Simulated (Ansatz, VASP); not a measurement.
# PtRh2 (Rh-Pt-Rh stack, (111) layers) in two plane-wave programs

One calculation is typed for both programs; each brings its own data sets. How far apart do they land? The cell is taken from a series of runs on this material, whose earlier steps may have relaxed, scaled, displaced or heated it; both programs get it as it stands.

Main program and level: Ansatz 0.2.0; plane waves, with VASP 6.6.1 beside it; PBE.

## (1) Set-up

The cell holds 3 atoms: 2 Rh and 1 Pt. Cell: a = 2.702 Å, b = 2.702 Å, c = 32.853 Å, α = 90.0°, β = 90.0°, γ = 120.0°. It derives from PtRh2. Vacuum lies along c.

## (2) VASP: zone-centre phonons, PBE

Second derivatives magnify differences that forces hide, and they need a tight electronic threshold.

Lines of VASP's logs that name or quote its potential files are left out, and so is its time.

INCAR reads:

```
SYSTEM = PtRh2
PREC = Accurate
ENCUT = 500
EDIFF = 1E-08
NELM = 120
ISMEAR = 1
SIGMA = 0.2
LREAL = .FALSE.
ALGO = Normal
GGA = PE
NBANDS = 26
LASPH = .TRUE.
LORBIT = 11
LWAVE = .FALSE.
LCHARG = .FALSE.
ISIF = 2
IBRION = 8
GGA_COMPAT = .FALSE.
NELMDL = -8
```

POSCAR reads:

```
PtRh2
1.0
    2.7022352693      0.0000000000      0.0000000000
   -1.3511176346      2.3402043902      0.0000000000
    0.0000000000      0.0000000000     32.8528545601
Rh Pt
2 1
Direct
    1.0000000000      0.0000000000      0.1680407897
    0.6666666666      0.3333333334      0.3045644133
    0.3333333333      0.6666666667      0.2363026015
```

KPOINTS reads:

```
Automatic mesh
0
Gamma
9 9 1
0 0 0
```

Potentials, in the order of the species: Rh_pv and Pt (PBE family, release 64).

Command:

```bash
$ mpirun -np 1 vasp_std
```

Numbers of over 12 decimals in the logs are rounded to 6 here.

Output:

```text
[banner, memory and clock lines left out]
running    1 mpi-ranks, on    1 nodes
 distrk:  each k-point on    1 cores,    1 groups
 distr:  one band on    1 cores,    1 groups

 POSCAR found type information on POSCAR RhPt
 POSCAR found :  2 types and       3 ions
 LDA part: xc-table for (Slater+PW92), standard interpolation
 POSCAR, INCAR and KPOINTS ok, starting setup
 FFT: planning ... GRIDC
 FFT: planning ... GRID_SOFT
 FFT: planning ... GRID
 WAVECAR not read
 entering main loop
       N       E                     dE             d eps       ncg     rms          rms(c)
DAV:   1     0.272850038186E+03    0.27285E+03   -0.22236E+04   808   0.125E+03
DAV:   2    -0.109599790123E+02   -0.28381E+03   -0.27772E+03   776   0.314E+02
DAV:   3    -0.201111202256E+02   -0.91511E+01   -0.88549E+01   732   0.563E+01
DAV:   4    -0.202845911072E+02   -0.17347E+00   -0.16960E+00   842   0.727E+00
DAV:   5    -0.202884080232E+02   -0.38169E-02   -0.38158E-02   764   0.859E-01
DAV:   6    -0.202885750140E+02   -0.16699E-03   -0.16699E-03   894   0.154E-01
DAV:   7    -0.202885799893E+02   -0.49753E-05   -0.49756E-05   788   0.191E-02
DAV:   8    -0.202885801711E+02   -0.18187E-06   -0.18164E-06   774   0.295E-03    0.168E+01
DAV:   9    -0.206629691372E+02   -0.37439E+00   -0.22496E+01   658   0.245E+01    0.200E+01
DAV:  10    -0.189764426963E+02    0.16865E+01   -0.28119E+00   662   0.145E+01    0.800E+00
DAV:  11    -0.189055010812E+02    0.70942E-01   -0.10879E+00   660   0.645E+00    0.281E+00
DAV:  12    -0.188970535593E+02    0.84475E-02   -0.10615E+00   658   0.602E+00    0.292E+00
DAV:  13    -0.188405388027E+02    0.56515E-01   -0.15677E-01   666   0.247E+00    0.636E-01
DAV:  14    -0.188395559345E+02    0.98287E-03   -0.20087E-02   712   0.765E-01    0.278E-01
[...]
DAV:  24    -0.188386656028E+02   -0.60822E-05   -0.25842E-07   552   0.147E-03    0.412E-04
DAV:  25    -0.188386682279E+02   -0.26251E-05   -0.82359E-08   496   0.744E-04    0.332E-04
DAV:  26    -0.188386696519E+02   -0.14240E-05   -0.28646E-08   472   0.303E-04    0.270E-04
DAV:  27    -0.188386708751E+02   -0.12231E-05   -0.38671E-08   476   0.451E-04    0.806E-05
DAV:  28    -0.188386711270E+02   -0.25192E-06   -0.19576E-09   472   0.140E-04    0.528E-05
DAV:  29    -0.188386712212E+02   -0.94195E-07   -0.12798E-10   430   0.635E-05    0.386E-05
DAV:  30    -0.188386712412E+02   -0.20056E-07    0.20150E-10   398   0.414E-05    0.157E-05
DAV:  31    -0.188386712510E+02   -0.97371E-08    0.25541E-10   348   0.247E-05
   1 F= -.18838671E+02 E0= -.18836187E+02  d E =-.745230E-02
 Linear response reoptimize wavefunctions to high precision
DAV:   1    -0.188386712543E+02   -0.33642E-08    0.27557E-10   382   0.127E-05
DAV:   2    -0.188386712544E+02   -0.43656E-10    0.30498E-10   368   0.403E-06
 Linear response DOF=           4
 Linear response progress:
  Degree of freedom:   1/  4
       N       E                     dE             d eps       ncg     rms          rms(c)
RMM:   1    -0.349034344591E+00   -0.34903E+00    0.25686E+01  2139   0.715E+01
RMM:   2    -0.478476149440E+00   -0.12944E+00   -0.15451E-01  3149   0.301E+00    0.123E-01
RMM:   3    -0.478364112868E+00    0.11204E-03   -0.27572E-03  3500   0.360E-01    0.699E-02
RMM:   4    -0.480616601748E+00   -0.22525E-02   -0.60972E-04  3538   0.160E-01    0.731E-01
RMM:   5    -0.477356061377E+00    0.32605E-02   -0.44254E-04  3295   0.126E-01    0.194E-02
RMM:   6    -0.477182351754E+00    0.17371E-03   -0.39148E-05  3938   0.351E-02    0.137E-02
RMM:   7    -0.477170337502E+00    0.12014E-04   -0.87987E-06  3545   0.144E-02    0.176E-02
RMM:   8    -0.477163651998E+00    0.66855E-05   -0.31252E-06  3328   0.118E-02    0.125E-02
RMM:   9    -0.477164873554E+00   -0.12216E-05   -0.43493E-08  3911   0.449E-03    0.481E-03
RMM:  10    -0.477169532771E+00   -0.46592E-05    0.65439E-07  3636   0.180E-03    0.132E-03
RMM:  11    -0.477175302584E+00   -0.57698E-05    0.20108E-07  3844   0.837E-04    0.104E-04
RMM:  12    -0.477176118991E+00   -0.81641E-06    0.18759E-07  4303   0.401E-04    0.642E-05
RMM:  13    -0.477176009457E+00    0.10953E-06    0.16128E-07  4235   0.200E-04    0.314E-05
RMM:  14    -0.477175895937E+00    0.11352E-06    0.65704E-08  4191   0.128E-04    0.962E-06
RMM:  15    -0.477175897019E+00   -0.10827E-08    0.32237E-08  4106   0.861E-05    0.373E-06
 first order change of Fermi-energy  -0.15466E-03
 force on displaced ion       1 direction 1 :  -1.489  -0.003  -0.007
 Linear response progress:
  Degree of freedom:   2/  4
       N       E                     dE             d eps       ncg     rms          rms(c)
RMM:   1    -0.524821381607E+00   -0.52482E+00    0.28772E+01   635   0.738E+01
RMM:   2    -0.664672901451E+00   -0.13985E+00   -0.17110E-01   902   0.307E+00    0.324E-01
RMM:   3    -0.720729883713E+00   -0.56057E-01   -0.14354E-02   954   0.608E-01    0.318E+00
RMM:   4    -0.665686315897E+00    0.55044E-01   -0.53487E-03   934   0.465E-01    0.221E-01
RMM:   5    -0.666599332503E+00   -0.91302E-03   -0.19092E-03   968   0.255E-01    0.518E-01
RMM:   6    -0.665506182816E+00    0.10931E-02   -0.58180E-04   951   0.147E-01    0.194E-01
RMM:   7    -0.665270855400E+00    0.23533E-03   -0.87900E-05  1044   0.530E-02    0.201E-02
RMM:   8    -0.665253426676E+00    0.17429E-04   -0.12505E-05  1036   0.183E-02    0.866E-03
RMM:   9    -0.665251903889E+00    0.15228E-05   -0.25290E-06  1072   0.857E-03    0.546E-03
RMM:  10    -0.665253159222E+00   -0.12553E-05   -0.33002E-06  1087   0.266E-03    0.340E-03
RMM:  11    -0.665254941208E+00   -0.17820E-05   -0.85463E-07  1038   0.120E-03    0.273E-04
RMM:  12    -0.665256971771E+00   -0.20306E-05   -0.73064E-07  1050   0.794E-04    0.111E-04
RMM:  13    -0.665257700598E+00   -0.72883E-06   -0.34645E-07  1128   0.458E-04    0.176E-04
RMM:  14    -0.665259748169E+00   -0.20476E-05   -0.22540E-07  1082   0.492E-04    0.143E-04
RMM:  15    -0.665259915936E+00   -0.16777E-06   -0.20223E-07  1118   0.220E-04    0.635E-05
RMM:  16    -0.665260157099E+00   -0.24116E-06   -0.71799E-08  1082   0.187E-04    0.414E-05
RMM:  17    -0.665260195687E+00   -0.38588E-07   -0.75077E-08  1087   0.117E-04    0.191E-05
RMM:  18    -0.665260200200E+00   -0.45126E-08   -0.18335E-08  1138   0.972E-05    0.784E-06
 first order change of Fermi-energy   0.30183E+00
 force on displaced ion       1 direction 3 :  -0.000  -0.000  -6.763
 Linear response progress:
  Degree of freedom:   3/  4
       N       E                     dE             d eps       ncg     rms          rms(c)
RMM:   1    -0.228693043455E+00   -0.22869E+00   -0.23544E-01  2274   0.238E+00
RMM:   2    -0.225098421159E+00    0.35946E-02   -0.17177E-02  1836   0.550E-01    0.130E-01
RMM:   3    -0.224404206280E+00    0.69421E-03   -0.46279E-04  1977   0.119E-01    0.744E-02
RMM:   4    -0.223902256757E+00    0.50195E-03   -0.90781E-04  2008   0.123E-01    0.277E-02
RMM:   5    -0.223889087318E+00    0.13169E-04   -0.27568E-05  1924   0.283E-02    0.267E-02
RMM:   6    -0.223871370004E+00    0.17717E-04   -0.41119E-06  1915   0.137E-02    0.114E-02
RMM:   7    -0.223767364806E+00    0.10401E-03   -0.65388E-06  2056   0.120E-02    0.115E-03
RMM:   8    -0.223763806443E+00    0.35584E-05   -0.12699E-07  1946   0.223E-03    0.406E-04
RMM:   9    -0.223762595139E+00    0.12113E-05   -0.77878E-08  2087   0.592E-04    0.273E-04
RMM:  10    -0.223762063057E+00    0.53208E-06    0.39645E-09  2086   0.197E-04    0.331E-05
RMM:  11    -0.223761856149E+00    0.20691E-06    0.11353E-08  2166   0.699E-05    0.122E-05
RMM:  12    -0.223761781161E+00    0.74988E-07   -0.93470E-10  2369   0.251E-05    0.763E-06
RMM:  13    -0.223761783090E+00   -0.19282E-08   -0.23757E-09  2291   0.993E-06    0.170E-06
 first order change of Fermi-energy  -0.98255E-04
 force on displaced ion       3 direction 1 :  -4.225   0.000   0.000
 Linear response progress:
  Degree of freedom:   4/  4
       N       E                     dE             d eps       ncg     rms          rms(c)
RMM:   1    -0.332703343514E+00   -0.33270E+00   -0.19816E-01  1290   0.275E+00
RMM:   2    -0.328570946259E+00    0.41324E-02   -0.90803E-03   907   0.520E-01    0.245E-01
RMM:   3    -0.347689322667E+00   -0.19118E-01   -0.10714E-02   956   0.294E-01    0.187E+00
RMM:   4    -0.330517821814E+00    0.17172E-01   -0.22978E-03   951   0.164E-01    0.662E-01
RMM:   5    -0.328514409588E+00    0.20034E-02   -0.73027E-04   940   0.103E-01    0.112E-01
RMM:   6    -0.328611805460E+00   -0.97396E-04   -0.75451E-04   934   0.728E-02    0.108E-01
RMM:   7    -0.328518257906E+00    0.93548E-04   -0.11508E-04   918   0.429E-02    0.177E-02
RMM:   8    -0.328494026339E+00    0.24232E-04   -0.10036E-04   987   0.117E-02    0.118E-02
RMM:   9    -0.328468825817E+00    0.25201E-04   -0.36669E-05   994   0.402E-03    0.103E-03
RMM:  10    -0.328461220444E+00    0.76054E-05   -0.76455E-06  1033   0.117E-03    0.899E-04
RMM:  11    -0.328459130460E+00    0.20900E-05   -0.46385E-06   955   0.511E-04    0.360E-04
RMM:  12    -0.328458760149E+00    0.37031E-06   -0.11257E-06  1001   0.193E-04    0.331E-04
RMM:  13    -0.328458768981E+00   -0.88326E-08   -0.86871E-07   985   0.142E-04    0.226E-04
RMM:  14    -0.328458911160E+00   -0.14218E-06   -0.45840E-07  1035   0.203E-04    0.484E-05
RMM:  15    -0.328458775923E+00    0.13524E-06   -0.19070E-07  1025   0.112E-04    0.702E-05
RMM:  16    -0.328458612973E+00    0.16295E-06   -0.77609E-08  1078   0.566E-05    0.240E-05
RMM:  17    -0.328458664855E+00   -0.51882E-07   -0.58319E-08  1031   0.479E-05    0.838E-06
RMM:  18    -0.328458652281E+00    0.12574E-07   -0.47961E-08  1086   0.345E-05    0.504E-06
RMM:  19    -0.328458653016E+00   -0.73493E-09   -0.13083E-08   911   0.956E-06    0.180E-06
 first order change of Fermi-energy   0.37512E-02
 force on displaced ion       3 direction 3 :   0.000  -0.000 -14.147
 Linear response finished
```

OUTCAR, selected parts (step 2):

```text
ion  position               nearest neighbor table
   1  0.000  0.000  0.168-   3 2.73   3 2.73   3 2.73
   2  0.667  0.333  0.305-   3 2.73   3 2.73   3 2.73
   3  0.333  0.667  0.236-   1 2.73   2 2.73   2 2.73   1 2.73   2 2.73   1 2.73

  LATTYP: Found a hexagonal cell.
 ALAT       =     2.7022352693
 C/A-ratio  =    12.1576588587

 Subroutine GETGRP returns: Found 12 space group operations
 (whereof  6 operations were pure point group operations)

The static configuration has the point symmetry C_3v.
 The point group associated with its full space group is D_3d.

 Found     12 irreducible k-points:

   k-points           NKPTS =     12   k-points in BZ     NKDIM =     12   number of bands    NBANDS=     26

   dimension x,y,z NGX =    20 NGY =   20 NGZ =  240
   dimension x,y,z NGXF=    40 NGYF=   40 NGZF=  480

   ENCUT  =  500.0 eV  36.75 Ry    6.06 a.u.   4.93  4.93 59.90*2*pi/ulx,y,z

   NELECT =      40.0000    total number of electrons

 k-points in reciprocal lattice and weights: Automatic mesh
   0.00000000  0.00000000  0.00000000       0.012
   0.11111111  0.00000000  0.00000000       0.074
   0.22222222  0.00000000  0.00000000       0.074
   0.33333333  0.00000000  0.00000000       0.074
   0.44444444  0.00000000  0.00000000       0.074
   0.11111111  0.11111111  0.00000000       0.074
   0.22222222  0.11111111  0.00000000       0.148
   0.33333333  0.11111111  0.00000000       0.148
   0.44444444  0.11111111  0.00000000       0.074
   0.22222222  0.22222222  0.00000000       0.074
   0.33333333  0.22222222  0.00000000       0.148
   0.33333333  0.33333333  0.00000000       0.025

 average (electrostatic) potential at core
       1 -83.8844       2 -83.8844       3 -76.2913

  Total       -0.0273618     -0.0273618     -0.0283707     -0.0000000      0.0000000      0.0000000
  in kB       -0.2110112     -0.2110112     -0.2187916     -0.0000000      0.0000000      0.0000000
  external PRESSURE =      -0.2136046 kB  Pullay stress =       0.0000000 kB

  energy-cutoff  :      500.00
  volume of cell :      207.75
      direct lattice vectors                 reciprocal lattice vectors
     2.702235269  0.000000000  0.000000000     0.370064003  0.213656552  0.000000000
    -1.351117635  2.340204390  0.000000000     0.000000000  0.427313103  0.000000000
     0.000000000  0.000000000 32.852854560     0.000000000  0.000000000  0.030438755

 POSITION                                       TOTAL-FORCE (eV/Angst)
 -----------------------------------------------------------------------------------
      0.00000      0.00000      5.52062        -0.000000      0.000000      0.002180
      1.35112      0.78007     10.00581         0.000000      0.000000     -0.002180
     -0.00000      1.56014      7.76321         0.000000      0.000000      0.000000
 -----------------------------------------------------------------------------------
    total drift:                                0.000000      0.000000      0.000103

 Eigenvectors and eigenvalues of the dynamical matrix
 ----------------------------------------------------

   1 f  =    5.873841 THz    36.906429 2PiTHz  195.930232 cm-1    24.292242 meV
             X         Y         Z           dx          dy          dz
      0.000000  0.000000  5.520620    -0.000000    0.000000    0.493095
      1.351118  0.780068 10.005810    -0.000000    0.000000    0.493095
     -0.000000  1.560136  7.763215     0.000000   -0.000000   -0.716739

   2 f  =    3.917527 THz    24.614550 2PiTHz  130.674643 cm-1    16.201584 meV
             X         Y         Z           dx          dy          dz
      0.000000  0.000000  5.520620    -0.000000   -0.000000    0.707107
      1.351118  0.780068 10.005810    -0.000000   -0.000000   -0.707107
     -0.000000  1.560136  7.763215     0.000000    0.000000   -0.000000

   3 f  =    3.206219 THz    20.145271 2PiTHz  106.947968 cm-1    13.259852 meV
             X         Y         Z           dx          dy          dz
      0.000000  0.000000  5.520620    -0.397989   -0.290046   -0.000000
      1.351118  0.780068 10.005810    -0.397989   -0.290046    0.000000
     -0.000000  1.560136  7.763215     0.579937    0.422646   -0.000000

   4 f  =    3.206219 THz    20.145271 2PiTHz  106.947968 cm-1    13.259852 meV
             X         Y         Z           dx          dy          dz
      0.000000  0.000000  5.520620     0.290046   -0.397989   -0.000000
      1.351118  0.780068 10.005810     0.290046   -0.397989   -0.000000
     -0.000000  1.560136  7.763215    -0.422646    0.579937   -0.000000

   5 f  =    1.443733 THz     9.071245 2PiTHz   48.157764 cm-1     5.970799 meV
             X         Y         Z           dx          dy          dz
      0.000000  0.000000  5.520620    -0.571451   -0.416466   -0.000000
      1.351118  0.780068 10.005810     0.571451    0.416466    0.000000
     -0.000000  1.560136  7.763215     0.000000   -0.000000    0.000000

   6 f  =    1.443733 THz     9.071245 2PiTHz   48.157764 cm-1     5.970799 meV
             X         Y         Z           dx          dy          dz
      0.000000  0.000000  5.520620     0.416466   -0.571451   -0.000000
      1.351118  0.780068 10.005810    -0.416466    0.571451    0.000000
     -0.000000  1.560136  7.763215     0.000000    0.000000   -0.000000

   7 f/i=    0.001939 THz     0.012180 2PiTHz    0.064663 cm-1     0.008017 meV
             X         Y         Z           dx          dy          dz
      0.000000  0.000000  5.520620     0.000000   -0.000000    0.506811
      1.351118  0.780068 10.005810     0.000000   -0.000000    0.506811
     -0.000000  1.560136  7.763215     0.000000   -0.000000    0.697341

   8 f/i=    0.005041 THz     0.031673 2PiTHz    0.168149 cm-1     0.020848 meV
             X         Y         Z           dx          dy          dz
      0.000000  0.000000  5.520620    -0.490900    0.128434    0.000000
      1.351118  0.780068 10.005810    -0.490900    0.128434    0.000000
     -0.000000  1.560136  7.763215    -0.673772    0.176278    0.000000

   9 f/i=    0.005041 THz     0.031673 2PiTHz    0.168149 cm-1     0.020848 meV
             X         Y         Z           dx          dy          dz
      0.000000  0.000000  5.520620     0.128434    0.490900    0.000000
      1.351118  0.780068 10.005810     0.128434    0.490900    0.000000
     -0.000000  1.560136  7.763215     0.176278    0.673772    0.000000

 ELASTIC MODULI CONTR FROM IONIC RELAXATION (kBar)
 Direction    XX          YY          ZZ          XY          YZ          ZX
 --------------------------------------------------------------------------------
 XX        -182.4975   -175.7739   -298.4530     -0.0000     12.1195      0.0000
 YY        -175.7739   -182.4975   -298.4530     -0.0000    -12.1195     -0.0000
 ZZ        -298.4530   -298.4530   -497.2441     -0.0000      0.0000     -0.0000
 XY          -0.0000     -0.0000     -0.0000     -3.3618     -0.0000      2.5157
 YZ          12.1195    -12.1195      0.0000     -0.0000    -43.6917     -0.0000
 ZX           0.0000     -0.0000     -0.0000      2.5157     -0.0000     -1.8826
 --------------------------------------------------------------------------------
```

Energies printed during the response cycles are not total energies of the cell.

(Part 1 of 2 ends here.)

[Lines on the potential files, build, host, timing and source positions are cut from VASP's logs without a mark.]

[Logs are printed without paths, hosts, clocks, repeated set-up lines and the standing remarks that a program may print on its own settings, such as how far it seeks lower states.]

[Hosts, paths, dates, database ids (printed as entryN), source tags and the programs' standing remarks are cut or masked in the printed files.]
